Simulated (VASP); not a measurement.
A convergence study with VASP on TiC (rock salt): one setting is varied, all else stays as given below, so the limit is that of these other settings. Each run relaxes cell and ions from the cell shown.

```xyz
2
Lattice="0.0000 2.1650 2.1650 2.1650 0.0000 2.1650 2.1650 2.1650 0.0000" Properties=species:S:1:pos:R:3 pbc="T T T"
Ti     0.0000     0.0000     0.0000
C      2.1650     2.1650     2.1650
```

All values below come from PBE GGA, VASP's PBE PAW potentials (set 64) (plane waves; VASP). The tightest run used: 700 eV cut-off, 19×19×19 Γ-centred mesh, first-order Methfessel-Paxton smearing of 0.10 eV, potentials Ti_sv C.

Q: The settings run are 2×2×2 mesh; 3×3×3 mesh; 4×4×4 mesh; 5×5×5 mesh; 6×6×6 mesh; 7×7×7 mesh; 8×8×8 mesh; 9×9×9 mesh; 10×10×10 mesh; 11×11×11 mesh; 13×13×13 mesh; 14×14×14 mesh; 15×15×15 mesh; 16×16×16 mesh; 17×17×17 mesh; 18×18×18 mesh; 19×19×19 mesh. From which on does the relaxed volume stay within 0.02 Å³/atom of the tightest run?

A: From 5×5×5 mesh on: it is off by 0.000 there and by no more than 0.02 in any finer run, while 4×4×4 mesh is off by 0.037.
| setting | relaxed volume (Å³/atom) | E (eV/atom) | irreducible k-points | difference judged (Å³/atom) |
|---|---|---|---|---|
| 2×2×2 mesh | 10.709 | -8.6718 | 3 | 0.538 |
| 3×3×3 mesh | 10.214 | -9.2434 | 4 | 0.043 |
| 4×4×4 mesh | 10.134 | -9.3290 | 8 | 0.037 |
| 5×5×5 mesh | 10.171 | -9.3339 | 10 | 0.000 |
| 6×6×6 mesh | 10.172 | -9.3503 | 16 | 0.000 |
| 7×7×7 mesh | 10.176 | -9.3525 | 20 | 0.004 |
| 8×8×8 mesh | 10.173 | -9.3551 | 29 | 0.001 |
| 9×9×9 mesh | 10.173 | -9.3556 | 35 | 0.001 |
| 10×10×10 mesh | 10.172 | -9.3560 | 47 | 0.001 |
| 11×11×11 mesh | 10.171 | -9.3562 | 56 | 0.000 |
| 13×13×13 mesh | 10.171 | -9.3564 | 84 | 0.000 |
| 14×14×14 mesh | 10.170 | -9.3563 | 104 | 0.001 |
| 15×15×15 mesh | 10.170 | -9.3559 | 120 | 0.001 |
| 16×16×16 mesh | 10.171 | -9.3559 | 145 | 0.001 |
| 17×17×17 mesh | 10.171 | -9.3561 | 165 | 0.000 |
| 18×18×18 mesh | 10.171 | -9.3563 | 195 | 0.000 |
| 19×19×19 mesh | 10.171 | -9.3565 | 220 | 0.000 |

Left out are rungs that failed or repeat a setting and relaxations that didn't move; long series are thinned to 24 rows.

The compound is TiC in the rock salt structure.
